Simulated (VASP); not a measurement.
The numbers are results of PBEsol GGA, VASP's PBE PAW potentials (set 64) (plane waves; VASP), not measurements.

VASP input:

INCAR:
```
ALGO=Normal
EDIFF=1E-6
EDIFFG=-0.02
ENCUT=500
GGA=PS
IBRION=2
ISIF=3
ISMEAR=1
LASPH=.True.
LCHARG=.False.
LMAXMIX=4
LREAL=.False.
LWAVE=.False.
NELM=100
NSW=40
PREC=Accurate
SIGMA=0.1
SYSTEM=Ag
```

**KPOINTS**
```
K-points
0
gamma
15 15 15
0 0 0
```

**POSCAR**
```
Ag
1
    0.0000000000     2.0227325839     2.0227325839
    2.0227325839     0.0000000000     2.0227325839
    2.0227325839     2.0227325839    -0.0000000000
Ag
1
Direct
  1.0000000000   1.0000000000   1.0000000000
```

POTCAR, in this order: Ag (PBE.64 set). Program: vasp_std.

What VASP printed:

### OSZICAR
```
       N       E                     dE             d eps       ncg     rms          rms(c)
DAV:   1     0.429556782629E+02    0.42956E+02   -0.55959E+03  2208   0.107E+03
DAV:   2    -0.329722116081E+01   -0.46253E+02   -0.44091E+02  2219   0.205E+02
DAV:   3    -0.367032612544E+01   -0.37310E+00   -0.37300E+00  2499   0.226E+01
DAV:   4    -0.367108761885E+01   -0.76149E-03   -0.76148E-03  2493   0.961E-01
DAV:   5    -0.367109228520E+01   -0.46663E-05   -0.46665E-05  2373   0.698E-02    0.599E+00
DAV:   6    -0.332109932296E+01    0.34999E+00   -0.16682E+00  2192   0.140E+01    0.356E+00
DAV:   7    -0.330982884338E+01    0.11270E-01   -0.13681E-02  2355   0.126E+00    0.200E+00
DAV:   8    -0.330547864500E+01    0.43502E-02   -0.73926E-04  2195   0.247E-01    0.870E-02
DAV:   9    -0.330548626251E+01   -0.76175E-05   -0.83709E-06  2490   0.274E-02    0.114E-02
DAV:  10    -0.330548979179E+01   -0.35293E-05   -0.19541E-06  2340   0.154E-02    0.586E-03
DAV:  11    -0.330548956936E+01    0.22242E-06   -0.56066E-08  1135   0.262E-03
   1 F= -.33054896E+01 E0= -.33053936E+01  d E =-.330549E+01
       N       E                     dE             d eps       ncg     rms          rms(c)
DAV:   1    -0.331260208852E+01   -0.71123E-02   -0.13284E-01  2190   0.452E+00    0.540E-01
DAV:   2    -0.330573665133E+01    0.68654E-02   -0.30521E-02  2187   0.191E+00    0.171E-01
DAV:   3    -0.330557152163E+01    0.16513E-03   -0.38516E-04  2228   0.196E-01    0.113E-01
DAV:   4    -0.330552369876E+01    0.47823E-04   -0.60183E-05  2285   0.725E-02    0.513E-03
DAV:   5    -0.330552388446E+01   -0.18570E-06   -0.11194E-06  1734   0.111E-02
   2 F= -.33055239E+01 E0= -.33054285E+01  d E =-.343151E-04
       N       E                     dE             d eps       ncg     rms          rms(c)
DAV:   1    -0.330698981466E+01   -0.14661E-02   -0.26326E-02  2191   0.200E+00    0.241E-01
DAV:   2    -0.330561281537E+01    0.13770E-02   -0.62326E-03  2187   0.859E-01    0.736E-02
DAV:   3    -0.330558425996E+01    0.28555E-04   -0.67919E-05  2218   0.823E-02    0.482E-02
DAV:   4    -0.330557884151E+01    0.54184E-05   -0.12015E-05  2276   0.316E-02    0.268E-03
DAV:   5    -0.330557881432E+01    0.27184E-07   -0.10707E-07  1192   0.363E-03
   3 F= -.33055788E+01 E0= -.33054835E+01  d E =-.892450E-04
```

File OUTCAR:
```
------------------------ aborting loop because EDIFF is reached ----------------------------------------
  FORCE on cell =-STRESS in cart. coord.  units (eV):
  Direction    XX          YY          ZZ          XY          YZ          ZX
  --------------------------------------------------------------------------------------
  Total       -0.0009694     -0.0009694     -0.0009694     -0.0000000      0.0000000     -0.0000000
  in kB       -0.0934862     -0.0934862     -0.0934862     -0.0000000      0.0000000     -0.0000000
  external PRESSURE =      -0.0934862 kB  Pullay stress =       0.0000000 kB
  volume of cell :       16.61
      direct lattice vectors                 reciprocal lattice vectors
     0.000000000  2.025283841  2.025283841    -0.246878976  0.246878976  0.246878976
     2.025283841  0.000000000  2.025283841     0.246878976 -0.246878976  0.246878976
     2.025283841  2.025283841  0.000000000     0.246878976  0.246878976 -0.246878976
 POSITION                                       TOTAL-FORCE (eV/Angst)
 -----------------------------------------------------------------------------------
      0.00000      0.00000      0.00000        -0.000000      0.000000     -0.000000
 -----------------------------------------------------------------------------------
    total drift:                               -0.000000      0.000000     -0.000000
  FREE ENERGIE OF THE ION-ELECTRON SYSTEM (eV)
  ---------------------------------------------------
  free  energy   TOTEN  =        -3.3055788143 eV

  energy  without entropy=       -3.3052927414  energy(sigma->0) =       -3.30548346

 reached required accuracy - stopping structural energy minimisation
```
(Selected blocks of OUTCAR.)

### CONTCAR
```
Ag
   1.00000000000000
     0.0000000000000000    2.0252838406265647    2.0252838406265647
     2.0252838406265647    0.0000000000000000    2.0252838406265647
     2.0252838406265647    2.0252838406265647    0.0000000000000000
  Ag
     1
Direct
     0.0000000000000000    0.0000000000000000    0.0000000000000000
```

File OUTCAR:
```
 val. band max:        8.7450243697   @ k =  -0.3333   0.2000   0.0000

 cond. band min:       8.7962734019   @ k =   0.4667   0.2667   0.0000


 Fermi energy:         8.7541158950

 k-point     1 :       0.0000    0.0000    0.0000
  band No.  band energies     occupation
      1       0.5720      2.00000
      2       3.7255      2.00000
      3       3.7255      2.00000
      4       3.7255      2.00000
      5       4.8206      2.00000
      6       4.8206      2.00000
      7      24.6361      0.00000
      8      28.3614      0.00000
      9      28.3614      0.00000

 k-point     2 :       0.0667    0.0000    0.0000
  band No.  band energies     occupation
      1       0.7138      2.00000
      2       3.6912      2.00000
      3       3.7657      2.00000
      4       3.7657      2.00000
      5       4.8050      2.00000
      6       4.8050      2.00000
      7      24.6721      0.00000
      8      27.2261      0.00000
      9      28.4315      0.00000

 k-point     3 :       0.1333    0.0000    0.0000
  band No.  band energies     occupation
      1       1.1157      2.00000
      2       3.6220      2.00000
      3       3.8624      2.00000
      4       3.8624      2.00000
      5       4.7824      2.00000
      6       4.7824      2.00000
      7      24.0773      0.00000
      8      25.7427      0.00000
      9      28.5916      0.00000

 k-point     4 :       0.2000    0.0000    0.0000
  band No.  band energies     occupation
      1       1.6679      2.00000
      2       3.6513      2.00000
      3       3.9395      2.00000
      4       3.9395      2.00000
      5       4.8274      2.00000
      6       4.8274      2.00000
      7      21.8310      0.00000
      8      25.4994      0.00000
      9      28.6768      0.00000

 k-point     5 :       0.2667    0.0000    0.0000
  band No.  band energies     occupation
      1       2.0725      2.00000
      2       3.9237      2.00000
      3       3.9237      2.00000
...
```

The compound is Ag in the fcc structure. This run relaxes it. Symmetry was kept, so distortions that lower it aren't found.
